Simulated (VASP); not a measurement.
These are PBE GGA, VASP's PBE PAW potentials (set 64) (plane waves; VASP) values and carry that method's errors.

A VASP calculation is set up with these files.

KPOINTS:
```
Automatic mesh
0
gamma
  4 4 2
0 0 0
```

File POSCAR:
```
I
4.3674390
  0.5501860472  -0.8350422296   0.0000000000
  0.5501860472   0.8350422296   0.0000000000
  0.0000000000   0.0000000000   2.2489855039
I
4
direct
  0.8460000000   0.8460000000   0.8830000000
  0.6540000000   0.6540000000   0.3830000000
  0.3460000000   0.3460000000   0.6170000000
  0.1540000000   0.1540000000   0.1170000000
```

INCAR:
```
SYSTEM = I
PREC = Accurate; ENCUT = 300; LREAL = .False.
LASPH = .True.
EDIFF = 1E-6; NELM = 100; ALGO = Normal
LMAXMIX = 4
ISMEAR = -1; SIGMA = 0.01
GGA = PE
ISIF = 2
LWAVE = .False.; LCHARG = .False.
```

POTCAR, in this order: I (PBE.64 set). Program: vasp_std.

The run wrote:

### OSZICAR
```
       N       E                     dE             d eps       ncg     rms          rms(c)
DAV:   1     0.126293866034E+03    0.12629E+03   -0.77423E+03   504   0.796E+02
DAV:   2     0.240627611555E+01   -0.12389E+03   -0.12258E+03   722   0.156E+02
DAV:   3    -0.598829316399E+01   -0.83946E+01   -0.83816E+01   580   0.484E+01
DAV:   4    -0.618283358022E+01   -0.19454E+00   -0.19451E+00   750   0.868E+00
DAV:   5    -0.618336840136E+01   -0.53482E-03   -0.53481E-03   558   0.523E-01    0.918E+00
DAV:   6    -0.600737290595E+01    0.17600E+00   -0.16178E-01   552   0.208E+00    0.618E+00
DAV:   7    -0.595719660697E+01    0.50176E-01   -0.39457E-01   532   0.327E+00    0.579E-01
DAV:   8    -0.594821974264E+01    0.89769E-02   -0.52743E-02   530   0.125E+00    0.351E-01
DAV:   9    -0.594833144180E+01   -0.11170E-03   -0.11508E-03   552   0.229E-01    0.108E-01
DAV:  10    -0.594840527646E+01   -0.73835E-04   -0.18529E-04   540   0.872E-02    0.248E-02
DAV:  11    -0.594840625273E+01   -0.97627E-06   -0.10629E-05   634   0.207E-02    0.786E-03
DAV:  12    -0.594840771142E+01   -0.14587E-05   -0.20030E-06   330   0.891E-03    0.497E-03
DAV:  13    -0.594840821120E+01   -0.49978E-06   -0.61425E-07   304   0.506E-03
   1 F= -.59484082E+01 E0= -.59484082E+01  d E =-.940241E-11
```

File OUTCAR:
```
------------------------ aborting loop because EDIFF is reached ----------------------------------------
  FORCE on cell =-STRESS in cart. coord.  units (eV):
  Direction    XX          YY          ZZ          XY          YZ          ZX
  --------------------------------------------------------------------------------------
  Total        0.4227442      1.3072730      0.7755427      0.0000000      0.0000000     -0.0000000
  in kB        3.9343503     12.1663879      7.2177374      0.0000000      0.0000000     -0.0000000
  external PRESSURE =       7.7728252 kB  Pullay stress =       0.0000000 kB
  volume of cell :      172.15
      direct lattice vectors                 reciprocal lattice vectors
     2.402904000 -3.646996000  0.000000000     0.208081555 -0.137099136  0.000000000
     2.402904000  3.646996000  0.000000000     0.208081555  0.137099136  0.000000000
     0.000000000  0.000000000  9.822307000     0.000000000  0.000000000  0.101809076
 POSITION                                       TOTAL-FORCE (eV/Angst)
 -----------------------------------------------------------------------------------
      4.06571      0.00000      8.67310        -0.120779      0.000000     -0.364639
      3.14300      0.00000      3.76194         0.120779      0.000000     -0.364639
      1.66281      0.00000      6.06036        -0.120779      0.000000      0.364639
      0.74009      0.00000      1.14921         0.120779      0.000000      0.364639
 -----------------------------------------------------------------------------------
    total drift:                                0.000000     -0.000000      0.000000
  FREE ENERGIE OF THE ION-ELECTRON SYSTEM (eV)
  ---------------------------------------------------
  free  energy   TOTEN  =        -5.9484082112 eV

  energy  without entropy=       -5.9484082112  energy(sigma->0) =       -5.94840821
```
(Selected blocks of OUTCAR.)

The structure is a typed I crystal. The cell was not relaxed at this level.
